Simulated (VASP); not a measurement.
CeNiAsO:

```
Ce As Ni O
1.0
     4.01454    0.00000    0.00000
     0.00000    4.01454    0.00000
     0.00000    0.00000    7.90723
Ce As Ni O
2 2 2 2
Direct
  0.50000 0.00000 0.15474
  0.00000 0.50000 0.84526
  0.50000 0.00000 0.64863
  0.00000 0.50000 0.35137
  0.50000 0.50000 0.50000
  0.00000 0.00000 0.50000
  0.50000 0.50000 0.00000
  0.00000 0.00000 0.00000
```

The cell is a database's computed one.

```yaml
Program: VASP 6.6.1
Task: relaxation of cell and atoms
Functional: PBEsol
Potentials_or_basis: VASP PAW PBE potentials, release 64 (Ce, As, Ni, O)
Cutoff: 600 eV
k_mesh: 5 × 5 × 3
Occupations: fermi-dirac, width 0.05 eV
Spin: collinear spin, ferromagnetic start
Starting_moments: "[1.0, 1.0, 0.0, 0.0, 1.0, 1.0, 0.0, 0.0] μB"
```

At the start: pressure -4.7 GPa; volume 15.93 Å³/atom.

Question: Where does the relaxation end?

Answer: Over 12 steps the energy falls by 12.1 meV/atom and the volume is 15.26 Å³/atom (-4.2 %); space group P4/nmm (No. 129, to 0.05 Å); moment 0.00 μB per cell.

The path:
```csv
step,energy change (eV),largest force (eV/Å),pressure (GPa),volume (Å³)
1,0.0000,0.3042,-4.68,127.44
2,0.0036,0.8036,5.74,119.05
3,-0.0684,0.5130,0.13,123.19
4,-0.0882,0.2883,0.07,122.62
5,-0.0966,0.0345,0.08,121.97
6,-0.0966,0.0383,0.06,121.94
7,-0.0969,0.0115,0.02,122.05
8,-0.0971,0.0103,-0.08,122.14
9,-0.0971,0.0257,0.16,122.00
10,-0.0971,0.0184,0.04,122.06
11,-0.0971,0.0184,0.09,122.04
12,-0.0972,0.0028,0.04,122.08
```

Final structure:
```xyz
8
Lattice="3.9484 0.0000 0.0000 0.0000 3.9484 0.0000 0.0000 0.0000 7.8309" Properties=species:S:1:pos:R:3 pbc="T T T"
Ce    1.9742    0.0000    1.2138
Ce    0.0000    1.9742    6.6171
As    1.9742    0.0000    5.1390
As    0.0000    1.9742    2.6920
Ni    1.9742    1.9742    3.9155
Ni    0.0000    0.0000    3.9155
O     1.9742    1.9742    7.8309
O     0.0000    0.0000    7.8309
```

Caveat: the magnetic or orbital state may not be the lowest; the PAW data sets were made with another functional, which shifts forces and pressure a little; without U or exact exchange the open f shell lies at the Fermi level, which spoils levels, moments and volumes.
